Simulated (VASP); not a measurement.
VASP runs on Tc$_{3}$Ag (space group Fm-3m) share one base input (PBE GGA, plane waves, VASP's PBE PAW potentials (set 64)) and change the settings named in each case.

**INCAR**
```
ALGO  =  Normal
EDIFF  =  1E-6
ENCUT  =  300
GGA  =  PE
ISIF  =  2
ISMEAR  =  -1
LASPH  =  .TRUE.
LCHARG  =  .FALSE.
LMAXMIX  =  4
LREAL  =  .FALSE.
LWAVE  =  .FALSE.
NELM  =  100
PREC  =  Accurate
SIGMA  =  0.1
SYSTEM  =  Tc3Ag
```

### POSCAR
```
Tc3Ag
1
    0.0000000000     3.3782460000     3.3782460000
    3.3782460000     0.0000000000     3.3782460000
    3.3782460000     3.3782460000     0.0000000000
Ag Tc
1 3
Direct
  0.0000000000   0.0000000000   0.0000000000
  0.5000000000   0.5000000000   0.5000000000
  0.2500000000   0.2500000000   0.2500000000
  0.7500000000   0.7500000000   0.7500000000
```

KPOINTS:
```
Automatic
0
Gamma
 7 7 7
0 0 0
```

POTCAR, in this order: Ag Tc_pv (PBE.64 set). Program: vasp_std.

| change | E(σ→0) (eV/atom) | pressure (GPa) | −TS (eV) |
|---|---|---|---|
| base run | -7.3427 | -32.07 | -0.2028 |
| GGA removed, POTCAR Ag Tc_pv (LDA.64 set) | -8.3384 | -40.98 | -0.2054 |
| GGA_COMPAT = .FALSE., LNONCOLLINEAR = .TRUE., LSORBIT = .TRUE., MAGMOM = 0.0 0.0 0.0 0.0 0.0 0.0 0.0 0.0 0.0 0.0 0.0 0.0, program vasp_ncl | -7.4311 | -31.87 | -0.2013 |
| KPOINTS 4×4×4 Γ-centred mesh | -7.3567 | -32.15 | -0.2000 |
 Energies of different potentials or functionals have different zeros.  At 300 eV the pressure can carry a Pulay error.

Left out are runs that ran out of time, are held back, or changed the cell or the kind of run, fixed moments of cells without a moment, rows past the twelfth, gaps on odd meshes, pressures of charged cells and columns that move by less than the noise.

The structure was generated: Tc3Ag was put into an ordered model structure, which need not be its known phase. The cell was not relaxed at this level.
